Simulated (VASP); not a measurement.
**KBr: band gap against strain**

KBr (rock salt, Fm-3m, 37.617 Å³/atom and stress up to 0.05 GPa in the relaxed cell, cube axes along x, y and z) under an equal strain ε along all three axes. PBE in VASP (plane waves, PAW), 480 eV, 8×8×8 Γ-centred mesh, Gaussian smearing 0.05 eV; ions are relaxed, or left where forces stay under 0.02 eV/Å, within the symmetry of each cell. Gaps are the smallest on the run's k-mesh, which can miss an edge that lies off it, without spin-orbit coupling; in all rows the valence edge lies at Γ and the conduction edge at Γ.

Here s stands for strain and Eg for gap.

```
strain (%)  gap (eV)
----------  --------
-3.00              ?
-1.50          4.433
-1.00          4.392
-0.50          4.353
0.00           4.314
0.50           4.277
1.00           4.240
1.50           4.204
```

Q: Using a straight line, estimate the missing Eg at s = -3.00 from the other rows, showing the fit.

A: Means: s 0, Eg 4.3161. About the means, the sum of products is -0.53350 and the sum of squares of s is 7.0000; the slope is their ratio. Least squares gives Eg = 4.3161 - 0.07621·s. Residuals (row less fit): 0.0026, -0.0003, -0.0012, -0.0021, -0.0010, 0.0001, 0.0022; standard error 0.0019 (degrees of freedom: 5). Over these rows the gap moves by -7.62 ± 0.07 eV per unit strain, or -2.5 eV per unit of ln V. At the withheld row, Eg = 4.3161 - 0.07621 × (-3.0) = 4.5447 eV. The calculation gives 4.560 eV, 0.0153 eV above the prediction (4.3 % of the range of Eg in the table). The row lies outside the fitted rows, so this is an extrapolation. From the scatter of the fitted rows alone, a prediction at this place has a standard error of 0.0030 eV, so the miss is 5.1 times that.

A polynomial of degree 2 through the 12 other runs of the series gives 4.559 there, so most of the miss is curvature that the fit leaves out. Other structures, which can take over under pressure, weren't tried. Spin-orbit coupling is left out, which can shift this property for KBr. Rows are the converged runs of the series near zero and its far end, less any whose ions stayed unrelaxed beside relaxed ones; series whose fitted rows scatter by over a few per cent of the range, as at a crossing or softening among them, aren't shown in this form. Most that stay on the fit to the last digits aren't either.
